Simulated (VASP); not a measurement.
OSZICAR of a VASP run on TiCo (CsCl type):

### OSZICAR
```
       N       E                     dE             d eps       ncg     rms          rms(c)
DAV:   1     0.145065793561E+03    0.14507E+03   -0.10726E+04  3360   0.193E+03
DAV:   2    -0.231287830879E+02   -0.16819E+03   -0.16554E+03  3414   0.427E+02
DAV:   3    -0.333233739416E+02   -0.10195E+02   -0.10114E+02  5450   0.116E+02
DAV:   4    -0.336118842488E+02   -0.28851E+00   -0.28773E+00  4102   0.161E+01
DAV:   5    -0.336259041517E+02   -0.14020E-01   -0.13983E-01  4958   0.314E+00    0.165E+01
DAV:   6    -0.288174016645E+02    0.48085E+01   -0.40636E+01  4014   0.104E+02    0.142E+01
DAV:   7    -0.268974928185E+02    0.19199E+01   -0.24459E+01  5078   0.594E+01    0.109E+01
DAV:   8    -0.262786106525E+02    0.61888E+00   -0.56197E+00  5102   0.265E+01    0.216E+00
DAV:   9    -0.262421066807E+02    0.36504E-01   -0.26078E-01  3724   0.567E+00    0.191E+00
DAV:  10    -0.262246312755E+02    0.17475E-01   -0.30453E-01  4140   0.837E+00    0.835E-01
DAV:  11    -0.262438293543E+02   -0.19198E-01   -0.71177E-02  3616   0.371E+00    0.183E-01
DAV:  12    -0.262491314360E+02   -0.53021E-02   -0.11487E-02  3906   0.131E+00    0.987E-02
DAV:  13    -0.262489241258E+02    0.20731E-03   -0.28060E-03  4460   0.510E-01    0.788E-02
DAV:  14    -0.262491250884E+02   -0.20096E-03   -0.46824E-04  3906   0.254E-01    0.344E-02
DAV:  15    -0.262492693596E+02   -0.14427E-03   -0.12188E-04  4144   0.119E-01    0.149E-02
DAV:  16    -0.262492571310E+02    0.12229E-04   -0.35178E-05  4326   0.899E-02    0.209E-02
DAV:  17    -0.262492621262E+02   -0.49952E-05   -0.16741E-05  4464   0.613E-02    0.516E-03
DAV:  18    -0.262492630588E+02   -0.93256E-06   -0.90200E-07  3878   0.110E-02    0.276E-03
DAV:  19    -0.262492638567E+02   -0.79787E-06   -0.55054E-07  4058   0.921E-03    0.947E-04
DAV:  20    -0.262492640868E+02   -0.23019E-06   -0.94898E-08  2054   0.414E-03    0.365E-04
DAV:  21    -0.262492640215E+02    0.65361E-07   -0.18430E-08  1788   0.187E-03
   1 F= -.26249264E+02 E0= -.26249264E+02  d E =0.000000E+00
       N       E                     dE             ncg
```

Which electronic solver shows in the log?

It is blocked Davidson (ALGO = Normal, or the opening steps of other solvers). The INCAR had ALGO = Normal.

How was spin treated?

Without spin polarisation: there is no mag entry.

Can the final energy be trusted as converged?

Self-consistency was reached. It stopped with EDIFF = 1E-7, NELM = 100 (r2SCAN+rVV10, plane waves, VASP's PBE PAW potentials (set 64)).

The compound is TiCo in the CsCl type structure. It was relaxed first. The run is not spin-polarised, so no magnetic state was tried. The electron count is odd and the run is not spin-polarised, which forces a metal.
